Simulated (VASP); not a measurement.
Energy against volume of Tb (hcp). Calculation: PBE GGA, VASP's PBE PAW potentials (set 64) (plane waves; VASP 6.6.1). Settings: 520 eV cut-off, 12×12×7 Γ-centred mesh, first-order Methfessel-Paxton smearing of 0.10 eV, potentials Tb_3.

The 4f electrons are frozen in the core of the lanthanide potential, so 4f levels, which can set the real gap, and their magnetism are missing.

Shape and ions are relaxed at each volume.

```
V (Å³/atom)  E (eV/atom)
-----------  -----------
30.516          -4.54040
31.490          -4.55140
32.464          -4.55457
33.438          -4.55054
```

Q: Fit these four points and predict the energy of the run at 34.411 Å³/atom.

A: A cubic in V^(−2/3), the third-order Birch-Murnaghan form, passes through the four points with V0 = 32.39 Å³/atom and B0 = 40 GPa, and gives -4.5399 eV/atom there. The run gave -4.5403 eV/atom, -0.4 meV/atom from the fit; all five points give B0 = 39 GPa.

The compound is Tb in the hcp structure. It was relaxed first.
